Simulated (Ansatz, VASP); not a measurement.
AlFe3B in VASP and in Ansatz

INCAR

```
  PREC = Accurate
  ENCUT = 520
  EDIFF = 1E-7
  ISMEAR = -1
  SIGMA = 0.05
  LREAL = False
  LASPH = True
  NELM = 150
  ALGO = Normal
  ISIF = 2
  LWAVE = False
  LCHARG = False
  ISPIN = 2
  MAGMOM = 3 3 3 0 0
  LORBIT = 11
  LMAXMIX = 4
  GGA = PE
  NBANDS = 27
```

File KPOINTS:

```
regular mesh
0
Gamma
  7 7 7
```

File POSCAR:

```
AlFe3B
1.0
    3.8223220000      0.0000000000      0.0000000000
    0.0000000000      3.8223220000      0.0000000000
    0.0000000000      0.0000000000      3.8223220000
Fe Al B
3 1 1
Direct
    0.0000000000      0.0000000000      0.5000000000
    0.0000000000      0.5000000000      0.0000000000
    0.5000000000      0.0000000000      0.0000000000
    0.5000000000      0.5000000000      0.5000000000
    0.0000000000      0.0000000000      0.0000000000
```

input.yaml

```yaml
crystal:
  lattice:
    - [3.822322, 0.0, 0.0]
    - [0.0, 3.822322, 0.0]
    - [0.0, 0.0, 3.822322]
  atoms:
    - { symbol: Fe, position: [0.0, 0.0, 0.5], spin: 3.0 }
    - { symbol: Fe, position: [0.0, 0.5, 0.0], spin: 3.0 }
    - { symbol: Fe, position: [0.5, 0.0, 0.0], spin: 3.0 }
    - { symbol: Al, position: [0.5, 0.5, 0.5] }
    - { symbol: B, position: [0.0, 0.0, 0.0] }
hamiltonian:
  xc: pbe
  pseudopotentials: { kind: paw }
magnetization:
  spin_polarized: true
kpoints:
  mp_grid: { grid: [7, 7, 7] }
scf:
  occupations: { method: fermi_dirac, width: 0.05 }
output:
  forces: true
  stress: true
  eigenvalues: true
```

The cell comes from a database or a generator and needn't be the stable form of this composition.

Alike in both runs: task single point; functional PBE; k mesh 7 × 7 × 7; occupations fermi-dirac, width 0.05 eV; collinear spin, ferromagnetic start.

|  | VASP | Ansatz |
| --- | --- | --- |
| version | VASP 6.6.1 | Ansatz 0.2.0 |
| potentials or method | VASP PAW PBE potentials, release 64 (Fe, Al, B) | Ansatz PAW |
| plane-wave cutoff (eV) | 520 | 420 |
| valence electrons in the cell | 30 | 54 |

|  | VASP | Ansatz | Ansatz less VASP |
| --- | --- | --- | --- |
| gap on the k mesh at the Fermi level (eV) | none | none | - |
| pressure (GPa) | -0.8 | -1.2 | -0.42 |
| net moment per atom (μB) | 0.82 | 0.82 | 0.000 |
| size of the moment on the site where the two differ most (μB) | 1.48 | 1.38 | -0.096 |

Site moments also hang on the region over which each program counts them. A gap of «none» marks a metal or a gap that the smearing closes. With one functional, cell and mesh, what is left measures potentials, basis and numerics. The two sets of potentials don't hold the same shells in valence.
